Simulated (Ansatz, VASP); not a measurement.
# Cross-check of GaP between VASP and Ansatz

One calculation is typed for both programs; each brings its own data sets. How far apart do they land? The cell is taken from a series of runs on this material, whose earlier steps may have relaxed, scaled, displaced or heated it; both programs get it as it stands.

Main program and level: Ansatz 0.2.0; plane waves, with VASP 6.6.1 beside it; LDA.

## Step 1: The starting structure

It takes space group F-43m (No. 216, cubic). Conventional cell: a = 5.418 Å, b = 5.418 Å, c = 5.418 Å, α = 90.00°, β = 90.00°, γ = 90.00°. Nearest to Ga lie 4 P at 2.35 Å. P has 4 Ga at 2.35 Å nearest. Farther neighbours are not listed.

## Step 2: VASP: single point, LDA, pair 1

A single point takes one fixed geometry, so differences don't come from the geometry; what else differs is listed under the comparison.

Lines of VASP's logs that name or quote its potential files are left out, and so is its time.

The input, INCAR:

```
SYSTEM = GaP
PREC = Accurate
ENCUT = 500
EDIFF = 1E-06
NELM = 120
ISMEAR = 0
SIGMA = 0.01
LREAL = .FALSE.
ALGO = Normal
GGA = PW92
NBANDS = 15
LORBIT = 11
LWAVE = .FALSE.
LCHARG = .FALSE.
ISIF = 2
LASPH = .TRUE.
GGA_COMPAT = .FALSE.
EFERMI = MIDGAP
```

The input, POSCAR:

```
GaP
1.0
    0.0000000000      2.7090614870      2.7090614870
    2.7090614870      0.0000000000      2.7090614870
    2.7090614870      2.7090614870      0.0000000000
Ga P
1 1
Direct
    0.0000000000      0.0000000000      0.0000000000
    0.2500000000      0.2500000000      0.2500000000
```

The input, KPOINTS:

```
Automatic mesh
0
Gamma
8 8 8
0 0 0
```

Potentials, in the order of the species: Ga_d and P (LDA family, release 64).

Command:

```sh
$ mpirun -np 1 vasp_std
```

Numbers of over 12 decimals in the logs are rounded to 6 here.

Log:

```text
[banner, memory and clock lines left out]
running    1 mpi-ranks, on    1 nodes
 distrk:  each k-point on    1 cores,    1 groups
 distr:  one band on    1 cores,    1 groups

 POSCAR found type information on POSCAR GaP
 POSCAR found :  2 types and       2 ions
|                                                                             |
|               ----> ADVICE to this user running VASP <----                  |
|                                                                             |
|     You enforced a specific xc type in the INCAR file but a different       |
|     [... a line on the potential file left out ...]
|     I HOPE YOU KNOW WHAT YOU ARE DOING!                                     |
|                                                                             |

 LDA part: xc-table for (Slater(with rela. corr.)+PW92), standard interpolation
 POSCAR, INCAR and KPOINTS ok, starting setup
 FFT: planning ... GRIDC
 FFT: planning ... GRID_SOFT
 FFT: planning ... GRID
 WAVECAR not read
 entering main loop
       N       E                     dE             d eps       ncg     rms          rms(c)
DAV:   1     0.760220435936E+02    0.76022E+02   -0.91065E+03   902   0.172E+03
DAV:   2    -0.505394729892E+01   -0.81076E+02   -0.77665E+02   989   0.300E+02
DAV:   3    -0.106731978672E+02   -0.56193E+01   -0.55991E+01  1094   0.658E+01
DAV:   4    -0.107702495662E+02   -0.97052E-01   -0.97028E-01  1119   0.924E+00
DAV:   5    -0.107722676655E+02   -0.20181E-02   -0.20180E-02  1139   0.112E+00    0.440E+00
DAV:   6    -0.104980283386E+02    0.27424E+00   -0.38579E-01  1340   0.111E+01    0.283E+00
DAV:   7    -0.104489150667E+02    0.49113E-01   -0.90600E-02  1133   0.218E+00    0.106E+00
DAV:   8    -0.104442266133E+02    0.46885E-02   -0.12030E-02  1067   0.127E+00    0.199E-01
DAV:   9    -0.104441933900E+02    0.33223E-04   -0.10301E-03  1328   0.422E-01    0.626E-02
DAV:  10    -0.104441923664E+02    0.10236E-05   -0.51262E-05  1329   0.868E-02    0.252E-02
DAV:  11    -0.104441986031E+02   -0.62367E-05   -0.85760E-06  1101   0.441E-02    0.729E-03
DAV:  12    -0.104441984015E+02    0.20159E-06   -0.43982E-07   687   0.772E-03
   1 F= -.10444198E+02 E0= -.10444198E+02  d E =0.000000E+00
```

From OUTCAR (step 2):

```text
ion  position               nearest neighbor table
   1  0.000  0.000  0.000-   2 2.35   2 2.35   2 2.35   2 2.35
   2  0.250  0.250  0.250-   1 2.35   1 2.35   1 2.35   1 2.35

  LATTYP: Found a face centered cubic cell.
 ALAT       =     5.4181229740

 Subroutine GETGRP returns: Found 24 space group operations
 (whereof 24 operations were pure point group operations)

The static configuration has the point symmetry T_d .

 Found     29 irreducible k-points:

   k-points           NKPTS =     29   k-points in BZ     NKDIM =     29   number of bands    NBANDS=     15

   dimension x,y,z NGX =    28 NGY =   28 NGZ =   28
   dimension x,y,z NGXF=    56 NGYF=   56 NGZF=   56

   ENCUT  =  500.0 eV  36.75 Ry    6.06 a.u.   6.99  6.99  6.99*2*pi/ulx,y,z

   NELECT =      18.0000    total number of electrons

 k-points in reciprocal lattice and weights: Automatic mesh
   0.00000000  0.00000000  0.00000000       0.002
   0.12500000  0.00000000  0.00000000       0.016
   0.25000000  0.00000000  0.00000000       0.016
   0.37500000  0.00000000  0.00000000       0.016
   0.50000000  0.00000000  0.00000000       0.008
   0.12500000  0.12500000  0.00000000       0.012
   0.25000000  0.12500000  0.00000000       0.047
   0.37500000  0.12500000  0.00000000       0.047
   0.50000000  0.12500000  0.00000000       0.047
[...]
-0.37500000  0.50000000  0.12500000       0.023
  -0.25000000  0.50000000  0.25000000       0.012

 average (electrostatic) potential at core
       1 -66.4097       2 -84.4604

 E-fermi :   5.4266

 k-point     1 :       0.0000    0.0000    0.0000
  band No.  band energies     occupation
    ...
      5      -9.9450      2.00000
      6      -7.9497      2.00000
      7       4.6951      2.00000
      8       4.6951      2.00000
      9       4.6951      2.00000
     10       6.4788      0.00000
     11       8.4848      0.00000
     12       8.4848      0.00000
     13       8.4848      0.00000
     14      13.2695      0.00000
    ...

 k-point     2 :       0.1250    0.0000    0.0000
  band No.  band energies     occupation
    ...
      5      -9.9451      2.00000
      6      -7.7428      2.00000
      7       3.0217      2.00000
      8       4.4546      2.00000
      9       4.4546      2.00000
     10       7.0908      0.00000
     11       8.8460      0.00000
     12       8.8460      0.00000
     13       9.0842      0.00000
     14      13.8470      0.00000
    ...

 k-point     3 :       0.2500    0.0000    0.0000
  band No.  band energies     occupation
    ...
      5      -9.9437      2.00000
      6      -7.1542      2.00000
      7       0.7261      2.00000
      8       4.0067      2.00000
      9       4.0067      2.00000
     10       6.7612      0.00000
     11       9.3616      0.00000
     12       9.3616      0.00000
     13      10.9773      0.00000
     14      13.6467      0.00000
    ...

  Total       -0.3184819     -0.3184819     -0.3184819     -0.0000000      0.0000000      0.0000000
  in kB      -12.8324242    -12.8324242    -12.8324242     -0.0000000      0.0000000      0.0000000
  external PRESSURE =     -12.8324242 kB  Pullay stress =       0.0000000 kB

  energy-cutoff  :      500.00
  volume of cell :       39.76
      direct lattice vectors                 reciprocal lattice vectors
     0.000000000  2.709061487  2.709061487    -0.184565763  0.184565763  0.184565763
     2.709061487  0.000000000  2.709061487     0.184565763 -0.184565763  0.184565763
     2.709061487  2.709061487  0.000000000     0.184565763  0.184565763 -0.184565763

 POSITION                                       TOTAL-FORCE (eV/Angst)
 -----------------------------------------------------------------------------------
      0.00000      0.00000      0.00000        -0.000000      0.000000     -0.000000
      1.35453      1.35453      1.35453         0.000000     -0.000000      0.000000
 -----------------------------------------------------------------------------------
    total drift:                                0.000000      0.000000      0.000001

  FREE ENERGIE OF THE ION-ELECTRON SYSTEM (eV)
  ---------------------------------------------------
  free  energy   TOTEN  =       -10.4441984015 eV

  energy  without entropy=      -10.4441984015  energy(sigma->0) =      -10.44419840

 total charge
# of ion       s       p       d       tot
------------------------------------------
    1        0.876   0.879  10.014  11.770
    2        1.023   1.525   0.000   2.549
--------------------------------------------------
tot          1.900   2.404  10.014  14.319

[... 3 further parts left out ...]
```

The run ends at a pressure of -1.28 GPa.

## Step 3: Ansatz: single point, LDA, pair 1

Ansatz runs on its default PAW (the set named soft_2) files.

The same cell, functional (in two slightly different forms) and mesh now go to Ansatz, which takes its cutoff from its data sets.

The input, input.yaml:

```yaml
crystal:
  lattice:
    - [0.0, 2.709061487, 2.709061487]
    - [2.709061487, 0.0, 2.709061487]
    - [2.709061487, 2.709061487, 0.0]
  atoms:
    - { symbol: Ga, position: [0.0, 0.0, 0.0] }
    - { symbol: P, position: [0.25, 0.25, 0.25] }
kpoints:
  mp_grid: { grid: [8, 8, 8] }
hamiltonian:
  xc: lda
scf:
  occupations: { method: fixed }
output:
  forces: true
  stress: true
  eigenvalues: true
```

Command:

```sh
$ ansatz run input.yaml --threads 4 --pin off --max-ram 16384MiB --backend cpu --events-out ev --progress --plain --runs-dir out
```

Log:

```text
Engine: ansatz 0.2.0, x86_64-unknown-linux-gnu
Pseudopotentials: kind: paw
Pseudopotential: Ga, paw, valence charge 13, recommended cutoff 420 eV (normal), Ga.paw.azcp
Pseudopotential: P, paw, valence charge 5, recommended cutoff 420 eV (normal), P.paw.azcp
Functional definition: SPW92
  exchange = slater_x
  correlation = pw_c
Crystal: 2 atoms, lattice volume = 39.764 Å³
Basis set: ecut = 420 eV, 749 PW (Γ)
Bands: 13, of which v1, the nominal top of the filled ones, is band 9 counted from 1 (8 counted from 0)
Symmetry: 24 space group operations
Space group: F-43m (ITA 216), of the structure as read, at distance tolerance 3.4e-5 Å
k-points: 29 of 512 (time reversal used)
Non-local potential: Ga, projectors of the file, l = 0: 2, l = 1: 2, l = 2: 3, l = 3: 1
Non-local potential: P, projectors of the file, l = 0: 2, l = 1: 2, l = 2: 2
PAW form: soft (Blöchl's): semilocal exchange-correlation on the pseudo side does not see the compensation charge
PAW frozen core: Ga, regenerated for the run's functional, and the local potential with it (the file was generated under x = pbe(κ = 0.804, μ = 0.219515), c = pbe(β = 0.066725))
PAW frozen core: P, regenerated for the run's functional, and the local potential with it (the file was generated under x = pbe(κ = 0.804, μ = 0.219515), c = pbe(β = 0.066725))
PAW one-centre angular grid: Ga, 590 points (default); XC on 64 Gauss nodes
PAW one-centre angular grid: P, 110 points (default); XC on 64 Gauss nodes
Initial density: superposition of atomic densities (neutral atoms: chi_scale 0, normalization atom), corrected by the library's trained network
Initial wavefunctions: pseudopotential atomic-orbital guess
Functional: x = slater, c = lda
SCF iter   1: F=—  HF=-4433.769297 eV  |F-HF|=—  |Δ(HF+E_count)|=         —  Δρ=6.34e-3  dr2=1.63e-2  ethr=1.77e-3  ⟨swp⟩=5.0  Hψ=1995  notcnv=0  defer=51
preconditioner: auto → none  [insulator: Δε(μ)=1.401 eV  Ē_g=15.579 eV  n_scr=14 (ndim 8)  ℏωp=25.0 eV  f_vac=0.010  ε∞_Penn≈3.6]
SCF iter   2: F=—  HF=-4433.763677 eV  |F-HF|=—  |Δ(HF+E_count)|=   5.62e-3  Δρ=3.10e-3  dr2=1.67e-3  ethr=9.04e-5  ⟨swp⟩=2.8  Hψ=757  notcnv=0  defer=55
SCF iter   3: F=—  HF=-4433.763241 eV  |F-HF|=—  |Δ(HF+E_count)|=   4.36e-4  Δρ=9.85e-4  dr2=2.88e-4  ethr=9.25e-6  ⟨swp⟩=2.7  Hψ=733  notcnv=0  defer=54
SCF iter   4: F=—  HF=-4433.763135 eV  |F-HF|=—  |Δ(HF+E_count)|=   1.06e-4  Δρ=3.72e-4  dr2=2.45e-5  ethr=1.60e-6  ⟨swp⟩=2.0  Hψ=706  notcnv=0  defer=50
SCF iter   5: F=—  HF=-4433.763132 eV  |F-HF|=—  |Δ(HF+E_count)|=   3.35e-6  Δρ=1.92e-5  dr2=9.54e-8  ethr=1.36e-7  ⟨swp⟩=2.8  Hψ=644  notcnv=0  defer=42
SCF iter   6: F=-4433.763132 eV  HF=-4433.763132 eV  |F-HF|=4.77e-9  |Δ(HF+E_count)|=   1.06e-8  Δρ=3.77e-6  dr2=6.67e-9  ethr=5.30e-10  ⟨swp⟩=6.8  Hψ=2469  notcnv=0
SCF 1 converged in 6 iterations: F = -4433.763132 eV  dr2 = 6.67e-9
  greatest PAW one-centre occupation: 0.994 electrons in one spin orbital (limit 2), on the Ga atom at site 0 (counted from 0), in its partial waves of l = 2
SCF converged after 6 iterations
Free energy (F): -4433.763132 eV
Harris-Foulkes:  -4433.763132 eV  (|F-HF|=4.77e-9)
Internal energy: -4433.763132 eV  (E = F + TS)
E sigma→0 (E₀):  -4433.763132 eV
Fermi energy:    7.068662 eV
--- Per-component energies (eV) ---
  E_band       = -61.145254
  E_kinetic    = 187.207229
  E_local      = -2193.923657  (includes V_loc(G=0)·N_el)
  E_nonlocal   = 462.025302
  E_hartree    = 1012.841068
  E_xc         = -130.401009
  E_vxc        = -120.018416  (∫ρ·V_xc dr)
  E_paw        = -2452.868881  (= ΣΔE_a)
  E_vpaw       = -422.120014  (= ΣTr[D̂ρ^β])
  E_aug_tail   = -0.000111  (compensation charges beyond the density's cutoff)
  E_ewald      = -1320.488904
  E_core_change = 1.845831  (= ΣΔE_core)
  E_smearing   = -0.000000  (= −TS)
  E_closure    = 0.000000  (closes the sum)
  Σ components = -4433.763132   (vs F -4433.763132, Δ=0.00e0)
--- Forces (eV/Å), atoms counted from 1 ---
  atom   1  Ga     0.00000000    -0.00000000     0.00000000
  atom   2  P     -0.00000000     0.00000000     0.00000000
  max |Σ_I F_I| component: 1.48e-16 eV/Å
--- Stress (GPa, compression-positive) ---
       -1.303319       0.000000      -0.000000
        0.000000      -1.303319       0.000000
       -0.000000       0.000000      -1.303319
  P = ⅓ Tr σ = -1.3033 GPa (-13.033 kbar)
--- Band table (eV; the first three rows and the last of 29) ---
  k-point 0: bands = [... 5 lower, -5.5864, 7.0687, 7.0687, 7.0687, 8.8254, 10.8503, 10.8503, 10.8503]
  k-point 1: bands = [... 5 lower, -5.3794, 5.3890, 6.8278, 6.8278, 9.4454, 11.2107, 11.2107, 11.4466]
  k-point 2: bands = [... 5 lower, -4.7909, 3.0922, 6.3796, 6.3796, 9.1186, 11.7248, 11.7248, 13.3377]
  k-point 28: bands = [... 5 lower, -2.4014, 0.3465, 3.3626, 3.5076, 11.6629, 11.9082, 13.0665, 13.0808]
```

Reading the cycles: dr2 is the Hartree energy of the density residual (eV), the measure of convergence; HF is the Harris–Foulkes estimate of the energy, which meets the free energy F at convergence.

The run ends at a pressure of -1.30 GPa.

## Step 4: Side by side

Known differences besides the potentials themselves: fixed occupations in Ansatz, narrow Gaussian smearing in VASP; the cutoff is 420 eV in Ansatz and 500 eV in VASP; VASP's log shows a relativistic correction to its local exchange, Ansatz's none. Total energies have different zeros and are not compared.

The two programs side by side:

| quantity | Ansatz | VASP | difference |
| --- | --- | --- | --- |
| pressure (GPa) | -1.30 | -1.28 | -0.02 |
| gap on the k mesh (eV) | 1.461 | 1.463 | -0.002 |

A gap on the mesh is an upper bound, since the band edges may lie between its points.

## Step 5: Ansatz: single point, LDA, pair 2

A single point takes one fixed geometry, so differences don't come from the geometry; what else differs is listed under the comparison. The cell compared in this pair holds 38.59 Å³, against 39.76 Å³ for the pair before.

The cell is taken from a series of runs on this material, whose earlier steps may have relaxed, scaled, displaced or heated it; both programs get it as it stands.

input.yaml, the sections that differ from step 3:

```yaml
crystal:
  lattice:
    - [0.0, 2.682103863, 2.682103863]
    - [2.682103863, 0.0, 2.682103863]
    - [2.682103863, 2.682103863, 0.0]
  atoms:
    - { symbol: Ga, position: [0.0, 0.0, 0.0] }
    - { symbol: P, position: [0.25, 0.25, 0.25] }
# kpoints, hamiltonian, scf, output: as in step 3
```

Log:

```text
[...]
Crystal: 2 atoms, lattice volume = 38.588 Å³
Basis set: ecut = 420 eV, 749 PW (Γ)
Bands: 13, of which v1, the nominal top of the filled ones, is band 9 counted from 1 (8 counted from 0)
Symmetry: 24 space group operations
[...]
k-points: 29 of 512 (time reversal used)
[...]
--- Band table (eV; the first three rows and the last of 29) ---
  k-point 0: bands = [... 5 lower, -5.4288, 7.4607, 7.4607, 7.4607, 9.4686, 11.2321, 11.2321, 11.2321]
  k-point 1: bands = [... 5 lower, -5.2133, 5.7745, 7.2083, 7.2083, 9.9976, 11.6066, 11.6066, 11.9149]
  k-point 2: bands = [... 5 lower, -4.6012, 3.4145, 6.7418, 6.7418, 9.6142, 12.1304, 12.1304, 13.8878]
  k-point 28: bands = [... 5 lower, -2.0878, 0.6050, 3.6081, 3.7488, 12.0629, 12.4293, 13.4523, 13.5617]
[key lines of the parts left out:]
SCF converged after 6 iterations
Free energy (F): -4433.763022 eV
Fermi energy:    7.460747 eV
P = ⅓ Tr σ = 1.4037 GPa (14.037 kbar)
```

Between step 4 and this run (cell volume -3.0 %) the value for the gap on the k-mesh moves from 1.46 to 1.40.

## Step 6: VASP: single point, LDA, pair 2

The same cell, functional (in two slightly different forms) and mesh now go to VASP, with its own data sets.

INCAR is that of step 2.

The input, POSCAR:

```
GaP
1.0
    0.0000000000      2.6821038630      2.6821038630
    2.6821038630      0.0000000000      2.6821038630
    2.6821038630      2.6821038630      0.0000000000
Ga P
1 1
Direct
    0.0000000000      0.0000000000      0.0000000000
    0.2500000000      0.2500000000      0.2500000000
```

KPOINTS is that of step 2.

Command:

```sh
$ mpirun -np 1 vasp_std
```

Log:

```text
[banner, memory and clock lines left out]
running    1 mpi-ranks, on    1 nodes
[...]
[... a notice as in an earlier step ...]

 LDA part: xc-table for (Slater(with rela. corr.)+PW92), standard interpolation
 POSCAR, INCAR and KPOINTS ok, starting setup
[...]
entering main loop
       N       E                     dE             d eps       ncg     rms          rms(c)
DAV:   1     0.769782275883E+02    0.76978E+02   -0.88104E+03   878   0.171E+03
DAV:   2    -0.459679695841E+01   -0.81575E+02   -0.78589E+02   968   0.310E+02
DAV:   3    -0.106793803983E+02   -0.60826E+01   -0.60584E+01  1115   0.682E+01
DAV:   4    -0.107837347885E+02   -0.10435E+00   -0.10432E+00  1057   0.964E+00
[...]
DAV:  10    -0.104435040605E+02    0.44809E-05   -0.53238E-05  1291   0.929E-02    0.246E-02
DAV:  11    -0.104435100460E+02   -0.59855E-05   -0.91342E-06  1131   0.448E-02    0.793E-03
DAV:  12    -0.104435098292E+02    0.21676E-06   -0.44632E-07   708   0.792E-03
   1 F= -.10443510E+02 E0= -.10443510E+02  d E =0.000000E+00
```

(Continued in part 2 of 2.)

[Lines on the potential files, build, host, timing and source positions are cut from VASP's logs without a mark.]

[Logs are printed without paths, hosts, clocks, repeated set-up lines and the standing remarks that a program may print on its own settings, such as how far it seeks lower states.]

[Hosts, paths, dates, database ids (printed as entryN), source tags and the programs' standing remarks are cut or masked in the printed files.]
